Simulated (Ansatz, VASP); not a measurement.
## Cross-check of N (N2 molecule) between VASP and Ansatz

Aim: how closely do two programs agree when they are given the same cell, functional and k mesh? The structure shown is the start of the Ansatz relaxation below; VASP solves that cell, so the two are compared at the walk's first step.

Program: Ansatz 0.2.0. Level of theory: plane waves, with VASP 6.6.1 beside it; single point at PBE0. Results are calculated unless marked as measured.

## Step 1: Set-up

The cell holds 2 atoms: 2 N. Its edges and angles: a = 12.000 Å, b = 12.500 Å, c = 13.000 Å, α = 90.0°, β = 90.0°, γ = 90.0°. Vacuum lies along a, b and c.

As a file:

```cif
data_structure
_symmetry_space_group_name_H-M 'P 1'
_symmetry_Int_Tables_number 1
_cell_length_a 12.0000
_cell_length_b 12.5000
_cell_length_c 13.0000
_cell_angle_alpha 90.000
_cell_angle_beta 90.000
_cell_angle_gamma 90.000
_cell_volume 1950.00
loop_
_atom_site_label
_atom_site_type_symbol
_atom_site_fract_x
_atom_site_fract_y
_atom_site_fract_z
_atom_site_occupancy
N1 N 0.45000 0.47000 0.45769 1
N2 N 0.45000 0.47000 0.54231 1
```

## Step 2: Ansatz: relaxation, PBE0

Ansatz runs on its default PAW (the set named soft_2) files.

The two programs are compared at the cell with which this relaxation starts, whose forces are those of its first step.

File input.yaml:

```yaml
crystal:
  lattice:
    - [12.0, 0.0, 0.0]
    - [0.0, 12.5, 0.0]
    - [0.0, 0.0, 13.0]
  atoms:
    - { symbol: "N", position: [0.45, 0.47, 0.4576918354] }
    - { symbol: "N", position: [0.45, 0.47, 0.5423081646] }
basis:
  ecutwfc: 420
  xc_grid: 2
hamiltonian:
  xc: pbe0
kpoints:
  mp_grid: { grid: [1, 1, 1] }
scf:
  occupations: { method: fixed }
  max_iter: 150
output:
  forces: true
relax:
  f_tol: 0.01
  max_steps: 60
checkpoint:
  write: "../N.pbe0.run"
  compress: false
  write_wavefunctions: false
  write_every: 100000
```

The run is started by

```sh
ansatz run input.yaml --threads 8 --pin off --max-ram 13189MiB --backend cpu --events-out ev --progress --plain --runs-dir out
```

Numbers of over 12 decimals in the logs are rounded to 6 here.

The program printed:

```text
Engine: ansatz 0.2.0, aarch64-unknown-linux-gnu
Pseudopotentials: kind: paw
Pseudopotential: N, paw, valence charge 5, recommended cutoff 420 eV (normal), N.paw.azcp
Functional definition: PBE0
  parameter a = 0.25
  parameter kappa = 0.804
  parameter beta = 0.066725
  exchange = (1 - a)*pbe_x(kappa = kappa, mu = beta*pi^2/3) + a*exact_x
  correlation = pbe_c(beta = beta)
davidson cushion auto → on  (no smearing: the cushion is to keep the highest requested band from converging to the state above it; pin scf.eigensolver.cushion to override)
Crystal: 2 atoms, lattice volume = 1950.000 Å³
Basis set: ecut = 420 eV, 38063 PW (Γ), exchange–correlation on 162×180×180 points (8 copies of the dense FFT grid, shifted against one another)
Bands: 9, of which v1, the nominal top of the filled ones, is band 5 counted from 1 (4 counted from 0)
Symmetry: 8 space group operations
Space group: Pmmm (ITA 47), of the structure as read, at distance tolerance 1.2e-4 Å
k-points: 1
Non-local potential: N, projectors of the file, l = 0: 2, l = 1: 2, l = 2: 1
PAW form: soft (Blöchl's): semilocal exchange-correlation on the pseudo side does not see the compensation charge
PAW frozen core: N, regenerated for the run's functional, and the local potential with it (the file was generated under x = pbe(κ = 0.804, μ = 0.219515), c = pbe(β = 0.066725))
PAW one-centre angular grid: N, 110 points (default); XC on 64 Gauss nodes
Initial density: superposition of atomic densities (neutral atoms: chi_scale 0, normalization atom), corrected by the library's trained network
Initial wavefunctions: pseudopotential atomic-orbital guess
Functional: x = pbe(κ = 0.804, μ = 0.219515), c = pbe(β = 0.066725), warm-up for x = 0.75 pbe(κ = 0.804, μ = 0.219515) + 0.25 exact, c = pbe(β = 0.066725)
SCF iter   1: F=—  HF=-768.001189 eV  |F-HF|=—  |Δ(HF+E_count)|=         —  Δρ=9.74e-4  dr2=1.37e-2  ethr=1.77e-3  ⟨swp⟩=20.0  Hψ=72  notcnv=1
preconditioner: auto → none  [insulator: Δε(μ)=8.294 eV  Ē_g=10.657 eV  n_scr=44 (ndim 8)  ℏωp=2.4 eV  f_vac=0.962]
SCF iter   2: F=—  HF=-768.016309 eV  |F-HF|=—  |Δ(HF+E_count)|=   1.51e-2  Δρ=3.86e-4  dr2=1.45e-3  ethr=1.37e-4  ⟨swp⟩=4.0  Hψ=32  notcnv=0  defer=2
SCF iter   3: F=—  HF=-768.025977 eV  |F-HF|=—  |Δ(HF+E_count)|=   9.67e-3  Δρ=1.10e-4  dr2=1.53e-4  ethr=1.45e-5  ⟨swp⟩=5.0  Hψ=36  notcnv=0  defer=2
iter 4 solved again at ethr=9.86e-9 eV; its pass at ethr=1.53e-6 eV (dr2=9.86e-7 eV) is discarded
SCF iter   4: F=—  HF=-768.027750 eV  |F-HF|=—  |Δ(HF+E_count)|=   1.77e-3  Δρ=1.31e-5  dr2=1.16e-6  ethr=9.86e-9  ⟨swp⟩=4.0  Hψ=67  notcnv=0  defer=4
SCF iter   5: F=-768.027751 eV  HF=-768.027751 eV  |F-HF|=7.09e-8  |Δ(HF+E_count)|=   8.28e-7  Δρ=1.41e-6  dr2=2.54e-8  ethr=9.86e-9  ⟨swp⟩=3.0  Hψ=26  notcnv=0  defer=4
SCF 1 converged in 5 iterations: F = -768.027751 eV  dr2 = 2.54e-8
  greatest PAW one-centre occupation: 0.857 electrons in one spin orbital (limit 2), on the N atom at site 1 (counted from 0), in its partial waves of l = 0
Initial density: handed on by an earlier stage of this run
Initial wavefunctions: those handed on with the density
Functional: x = 0.75 pbe(κ = 0.804, μ = 0.219515) + 0.25 exact, c = pbe(β = 0.066725)
Exchange kernel: α = 0.2500, full range, Wigner–Seitz truncation, v(0) = 5346.5315 eV·Å³, q-mesh 1×1×1, nearest image of the exchange supercell L = 12.00 Å, pair-density grid 81×81×90, without the augmentation charges, whose exchange is taken in its separable form (the finest that the files' search goes to)
Frozen-core exchange: fock
iter 1 solved again at ethr=4.56e-5 eV; its pass at ethr=1.00e-1 eV (dr2=4.56e-3 eV) is discarded
SCF iter   1: F=—  HF=-767.810741 eV  |F-HF|=—  |Δ(HF+E_count)|=         —  Δρ=9.02e-4  dr2=6.10e-3  ethr=4.56e-5  ⟨swp⟩=9.0  Hψ=74  notcnv=0
preconditioner: auto → none  [insulator: Δε(μ)=11.506 eV  Ē_g=13.356 eV  n_scr=44 (ndim 8)  ℏωp=2.4 eV  f_vac=0.951]
SCF iter   2: F=—  HF=-767.808214 eV  |F-HF|=—  |Δ(HF+E_count)|=   2.53e-3  Δρ=3.45e-4  dr2=9.13e-4  ethr=4.56e-5  ⟨swp⟩=3.0  Hψ=25  notcnv=0
SCF iter   3: F=—  HF=-767.810860 eV  |F-HF|=—  |Δ(HF+E_count)|=   2.65e-3  Δρ=1.40e-4  dr2=1.16e-4  ethr=7.21e-6  ⟨swp⟩=4.0  Hψ=32  notcnv=0
SCF iter   4: F=—  HF=-767.810813 eV  |F-HF|=—  |Δ(HF+E_count)|=   4.69e-5  Δρ=2.65e-5  dr2=7.24e-6  ethr=1.11e-6  ⟨swp⟩=3.0  Hψ=24  notcnv=0  defer=2
SCF iter   5: F=—  HF=-767.810849 eV  |F-HF|=—  |Δ(HF+E_count)|=   3.63e-5  Δρ=1.35e-5  dr2=1.51e-6  ethr=3.97e-8  ⟨swp⟩=6.0  Hψ=39  notcnv=0  defer=1
SCF iter   6: F=-767.810848 eV  HF=-767.810848 eV  |F-HF|=2.32e-7  |Δ(HF+E_count)|=   5.84e-7  Δρ=5.54e-7  dr2=7.45e-8  ethr=1.44e-8  ⟨swp⟩=4.0  Hψ=29  notcnv=0  defer=1
SCF 2 converged in 6 iterations: F = -767.810848 eV  dr2 = 7.45e-8
[...]
iter 2 solved again at ethr=1.64e-6 eV; its pass at ethr=3.30e-5 eV (dr2=1.64e-4 eV) is discarded
SCF iter   2: F=—  HF=-767.816569 eV  |F-HF|=—  |Δ(HF+E_count)|=   1.34e-3  Δρ=1.74e-4  dr2=5.84e-4  ethr=1.64e-6  ⟨swp⟩=4.0  Hψ=57  notcnv=0  defer=1
SCF iter   3: F=—  HF=-767.820825 eV  |F-HF|=—  |Δ(HF+E_count)|=   4.26e-3  Δρ=1.45e-4  dr2=3.07e-4  ethr=1.63e-6  ⟨swp⟩=5.0  Hψ=35  notcnv=0
SCF iter   4: F=—  HF=-767.820686 eV  |F-HF|=—  |Δ(HF+E_count)|=   1.39e-4  Δρ=2.61e-5  dr2=1.71e-5  ethr=1.63e-6  ⟨swp⟩=5.0  Hψ=36  notcnv=0
SCF iter   5: F=-767.820679 eV  HF=-767.820682 eV  |F-HF|=3.80e-6  |Δ(HF+E_count)|=   3.98e-6  Δρ=3.77e-6  dr2=8.44e-6  ethr=8.70e-8  ⟨swp⟩=6.0  Hψ=34  notcnv=0
SCF 4 converged in 5 iterations: F = -767.820679 eV  dr2 = 8.44e-6
  Residual-converged pass: ⟨swp⟩=2.0  Hψ=18  notcnv=0  max |occ|·‖R‖ = 8.7e-5 eV (tolerance 2.1e-4 eV)  dr2=8.44e-6  dr2_onsite=2.07e-8  max |Δocc| = 0.0e0
  greatest PAW one-centre occupation: 0.860 electrons in one spin orbital (limit 2), on the N atom at site 1 (counted from 0), in its partial waves of l = 0
hybrid outer 1: dexx = +4.422e-3 eV, tail = 1.40e-5 eV
Exchange kernel: α = 0.2500, full range, Wigner–Seitz truncation, v(0) = 5346.5315 eV·Å³, q-mesh 1×1×1, nearest image of the exchange supercell L = 12.00 Å, pair-density grid 81×81×90, without the augmentation charges, whose exchange is taken in its separable form (the finest that the files' search goes to)
Frozen-core exchange: fock
SCF iter   1: F=—  HF=-767.820547 eV  |F-HF|=—  |Δ(HF+E_count)|=         —  Δρ=8.05e-6  dr2=9.29e-7  ethr=9.22e-7  ⟨swp⟩=2.0  Hψ=22  notcnv=0
preconditioner: auto → none  [insulator: Δε(μ)=11.707 eV  Ē_g=13.494 eV  n_scr=44 (ndim 8)  ℏωp=2.4 eV  f_vac=0.952]
SCF iter   2: F=-767.820547 eV  HF=-767.820547 eV  |F-HF|=2.77e-8  |Δ(HF+E_count)|=   3.41e-7  Δρ=1.80e-6  dr2=8.27e-8  ethr=8.95e-9  ⟨swp⟩=5.0  Hψ=34  notcnv=0
SCF 5 converged in 2 iterations: F = -767.820547 eV  dr2 = 8.27e-8
  Residual-converged pass: ⟨swp⟩=3.0  Hψ=19  notcnv=0  max |occ|·‖R‖ = 2.0e-5 eV (tolerance 6.4e-5 eV)  dr2=8.46e-8  dr2_onsite=5.31e-9  max |Δocc| = 0.0e0
  greatest PAW one-centre occupation: 0.860 electrons in one spin orbital (limit 2), on the N atom at site 0 (counted from 0), in its partial waves of l = 0
hybrid outer 2: dexx = +2.749e-7 eV, tail = 1.77e-7 eV, Δε = 1.99e-3 eV (about 3.22e-4 eV left of the loop's levels), ΔF = 2.61e-2 eV/Å (tail 1.58e-2)
relax step   2: F+E_penalty+E_count = -767.82054688 eV  Δ(F+E_penalty+E_count) = -9.695e-3 eV  max|allowed force component| = 2.742e-1 eV/Å  Δτ_max = 0.0066 Å  (7 SCF iters, dr2 threshold 1.00e-4 eV, accepted)
[...]
relax step   3: F+E_penalty+E_count = -767.82077964 eV  Δ(F+E_penalty+E_count) = -2.328e-4 eV  max|allowed force component| = 9.558e-3 eV/Å  Δτ_max = 0.0009 Å  (6 SCF iters, dr2 threshold 4.70e-6 eV, accepted)
[...]
relax step   4: F+E_penalty+E_count = -767.82077965 eV  Δ(F+E_penalty+E_count) = -1.265e-8 eV  max|allowed force component| = 9.371e-3 eV/Å  Δτ_max = 0.0000 Å  (4 SCF iters, accepted)
hybrid SCF converged: 2 outer / 4 inner (+0 warm-up), last move |dexx| = 5.89e-11 eV, tail = 9.31e-10 eV
Stability not checked: this state was not tested for a lower state beside it, because the functional holds exact exchange (a hybrid, or Hartree-Fock), whose exchange loop this test does not read (fock_operator; see scf.lower_state_search)
Free energy (F): -767.820780 eV
Frozen-core exchange: fock
Harris-Foulkes:  -767.820780 eV  (|F-HF|=1.35e-10)
Internal energy: -767.820780 eV  (E = F + TS)
E sigma→0 (E₀):  -767.820780 eV
Fermi energy:    -12.113781 eV
--- Per-component energies (eV) ---
  E_band       = -170.852489
  E_kinetic    = 251.506494
  E_local      = -1512.558350  (includes V_loc(G=0)·N_el)
  E_nonlocal   = 95.114462
  E_hartree    = 600.186918
  E_xc         = -88.900893
  E_vxc        = -112.401420  (∫ρ·V_xc dr)
  E_exx        = -30.240874  (= α·E_x^exact, valence–valence)
  E_paw        = -250.692269  (= ΣΔE_a)
  E_vpaw       = -32.405921  (= ΣTr[D̂ρ^β])
  E_aug_tail   = 0.000174  (compensation charges beyond the density's cutoff)
  E_ewald      = 167.806441
  E_core_change = -0.042884  (= ΣΔE_core)
  E_smearing   = -0.000000  (= −TS)
  E_closure    = 0.000001  (closes the sum)
  Σ components = -767.820780   (vs F -767.820780, Δ=0.00e0)
--- Forces (eV/Å), atoms counted from 1 ---
  atom   1  N      0.00000000    -0.00000000     0.00937111
  atom   2  N      0.00000000    -0.00000000    -0.00937111
  max |Σ_I F_I| component: 2.07e-25 eV/Å
--- Band table (eV) ---
  k-point 0: bands = ["-31.4952", "-15.4952", "-13.1610", "-13.1610", "-12.1138", "-0.4296", "-0.4295"]
  guard bands above this table: 2 of the run's 9 bands. The solve was not asked for them (output.publish_guard_bands: true or output.eigenvalues: true publishes all)
--- Relaxed structure (4 steps of the walk, 4 accepted, 0 SCFs on fresh bases) ---
  F+E_penalty+E_count = -767.82077965 eV   max|allowed force component| = 9.371e-3 eV/Å
  atoms:
    - { symbol: N, position: [0.45, 0.470000, 0.458128] }
    - { symbol: N, position: [0.45, 0.470000, 0.541872] }
```

In the SCF lines HF is the Harris–Foulkes energy and dr2 the Hartree energy of the density residual, in eV; the loop may stop once dr2 is under the threshold and the program's other checks hold. Hψ counts applications of the Hamiltonian.

## Step 3: VASP: single point, PBE0, start cell

The same cell, functional and mesh now go to VASP, with its own data sets.

Lines of VASP's logs that name or quote its potential files are left out, and so is its time.

The run reads the wave functions of an earlier VASP run, which isn't shown here.

File INCAR:

```
SYSTEM = N
PREC = Accurate
ENCUT = 990
EDIFF = 1E-06
NELM = 100
ISMEAR = 0
SIGMA = 0.01
LREAL = .FALSE.
ALGO = Normal
LHFCALC = .TRUE.
AEXX = 0.25
GGA = PE
LASPH = .TRUE.
NBANDS = 11
PRECFOCK = Fast
LORBIT = 11
LWAVE = .FALSE.
LCHARG = .FALSE.
ISIF = 2
```

File POSCAR:

```
N
1.0
   12.0000000000      0.0000000000      0.0000000000
    0.0000000000     12.5000000000      0.0000000000
    0.0000000000      0.0000000000     13.0000000000
N
2
Direct
    0.4500000000      0.4700000000      0.4576918462
    0.4500000000      0.4700000000      0.5423081538
```

File KPOINTS:

```
Automatic mesh
0
Gamma
1 1 1
0 0 0
```

The projector-augmented-wave data sets are N_h (PBE family, release 64).

The run is started by

```sh
export OMP_NUM_THREADS=4
mpirun -np 1 vasp_gam
```

The program printed:

```text
[banner, memory and clock lines left out]
running    1 mpi-ranks, on    1 nodes
 distrk:  each k-point on    1 cores,    1 groups
 distr:  one band on    1 cores,    1 groups
 Offloading initialized ...    1 GPUs detected
 POSCAR found type information on POSCAR N
 POSCAR found :  1 types and       2 ions
 LDA part: xc-table for (Slater+PW92), standard interpolation
 found WAVECAR, reading the header
 POSCAR, INCAR and KPOINTS ok, starting setup
 FFT: planning ... GRIDC
 FFT: planning ... GRID_SOFT
 FFT: planning ... GRID
 reading WAVECAR
 the WAVECAR file was read successfully
 initial charge from wavefunction
 entering main loop
       N       E                     dE             d eps       ncg     rms          rms(c)
DAV:   1    -0.219014210244E+02   -0.21901E+02   -0.30540E-01    36   0.567E+00    0.450E-01
DAV:   2    -0.219024987996E+02   -0.10778E-02   -0.49760E-03    44   0.422E-01    0.278E-01
DAV:   3    -0.219018524088E+02    0.64639E-03   -0.97612E-04    44   0.250E-01    0.152E-01
DAV:   4    -0.219016728175E+02    0.17959E-03   -0.17383E-04    36   0.120E-01    0.846E-02
DAV:   5    -0.219016058835E+02    0.66934E-04   -0.22825E-05    36   0.536E-02    0.485E-02
DAV:   6    -0.219015801671E+02    0.25716E-04   -0.62735E-06    22   0.269E-02    0.282E-02
DAV:   7    -0.219015720335E+02    0.81336E-05   -0.31417E-06    22   0.153E-02    0.165E-02
DAV:   8    -0.219015711393E+02    0.89423E-06   -0.13645E-06    22   0.889E-03
   1 F= -.21901571E+02 E0= -.21901571E+02  d E =-.123722E-19
```

From OUTCAR (step 3):

```text
ion  position               nearest neighbor table
   1  0.450  0.470  0.458-   2 1.10
   2  0.450  0.470  0.542-   1 1.10

  LATTYP: Found a simple orthorhombic cell.
 ALAT       =    12.0000000000
 B/A-ratio  =     1.0416666667
 C/A-ratio  =     1.0833333333

 Subroutine GETGRP returns: Found  8 space group operations
 (whereof  2 operations were pure point group operations)

The static configuration has the point symmetry C_1h.
 The point group associated with its full space group is D_2h.

 Found      1 irreducible k-points:

   k-points           NKPTS =      1   k-points in BZ     NKDIM =      1   number of bands    NBANDS=     11

   dimension x,y,z NGX =   126 NGY =  128 NGZ =  140
   dimension x,y,z NGXF=   252 NGYF=  256 NGZF=  280

   ENCUT  =  990.0 eV  72.76 Ry    8.53 a.u.  30.79 32.07 33.35*2*pi/ulx,y,z

   NELECT =      10.0000    total number of electrons

 k-points in reciprocal lattice and weights: Automatic mesh
   0.00000000  0.00000000  0.00000000       1.000

  exchange ACFDT corr.  =         0.00000000  see jH, gK, PRB 81, 115126

 average (electrostatic) potential at core
       1 -99.1734       2 -99.1734

 E-fermi : -12.0545

 k-point     1 :       0.0000    0.0000    0.0000
  band No.  band energies     occupation
      1     -31.3700      2.00000
      2     -15.6171      2.00000
      3     -13.0860      2.00000
      4     -13.0858      2.00000
      5     -12.1183      2.00000
      6      -0.5733      0.00000
      7      -0.5729      0.00000
      8      -0.0886      0.00000
      9       0.7548      0.00000
     10       0.7965      0.00000
    ...

  Total       -0.0181358     -0.0186015     -1.7952028      0.0000000      0.0000000      0.0000000
  in kB       -0.0149009     -0.0152835     -1.4749914      0.0000000      0.0000000      0.0000000
  external PRESSURE =      -0.5017253 kB  Pullay stress =       0.0000000 kB

  energy-cutoff  :      990.00
  volume of cell :     1950.00
      direct lattice vectors                 reciprocal lattice vectors
    12.000000000  0.000000000  0.000000000     0.083333333  0.000000000  0.000000000
     0.000000000 12.500000000  0.000000000     0.000000000  0.080000000  0.000000000
     0.000000000  0.000000000 13.000000000     0.000000000  0.000000000  0.076923077

 POSITION                                       TOTAL-FORCE (eV/Angst)
 -----------------------------------------------------------------------------------
      5.40000      5.87500      5.94999         0.000000      0.000000      1.602913
      5.40000      5.87500      7.05001         0.000000      0.000000     -1.602913
 -----------------------------------------------------------------------------------
    total drift:                                0.000702      0.000182      0.000003

  FREE ENERGIE OF THE ION-ELECTRON SYSTEM (eV)
  ---------------------------------------------------
  free  energy   TOTEN  =       -21.9015711393 eV

  energy  without entropy=      -21.9015711393  energy(sigma->0) =      -21.90157114

 total charge
# of ion       s       p       d       tot
------------------------------------------
    1        0.804   1.478   0.000   2.282
    2        0.804   1.478   0.000   2.282
--------------------------------------------------
tot          1.608   2.956   0.000   4.564
```

The run ends at a pressure of -0.05 GPa, with forces up to 1.6 eV/Å.

## Step 4: Comparison

Known differences besides the potentials themselves: exact exchange at q = 0 is treated differently, which shows on coarse meshes; VASP keeps PBE cores, Ansatz makes them for the functional; fixed occupations in Ansatz, narrow Gaussian smearing in VASP; the cutoff is 420 eV in Ansatz and 990 eV in VASP; VASP takes a coarser grid for exact exchange (PRECFOCK = Fast). Total energies have different zeros and are not compared.

Forces (eV/Å; atoms numbered as in POSCAR):

```
atom        Ansatz x, y, z          VASP x, y, z
  N1   0.000, 0.000, 1.718   0.000, 0.000, 1.603
  N2  0.000, 0.000, -1.718  0.000, 0.000, -1.603
```

The forces differ by 67 meV/Å r.m.s., which is 7.2 % of the r.m.s. force of 0.925 eV/Å (both taken over all components).

## Step 5: Outcome

| Property | Result |
| --- | --- |
| r.m.s. force difference (single point, PBE0, start cell) | 7.2 % of the r.m.s. force |

In words: The r.m.s. force difference is 7.2 % of the r.m.s. force (single point, PBE0, start cell), beyond the 3 % picked in this series as the mark of a large difference. What causes the difference of the single point, PBE0, start cell pair stays open here. 1 further run of this series is not shown here. How closely two codes agree says nothing of how well the functional describes the real material.

[Lines on the potential files, build, host, timing and source positions are cut from VASP's logs without a mark.]

[Logs are printed without paths, hosts, clocks, repeated set-up lines and the standing remarks that a program may print on its own settings, such as how far it seeks lower states.]

[Hosts, paths, dates, database ids (printed as entryN), source tags and the programs' standing remarks are cut or masked in the printed files.]
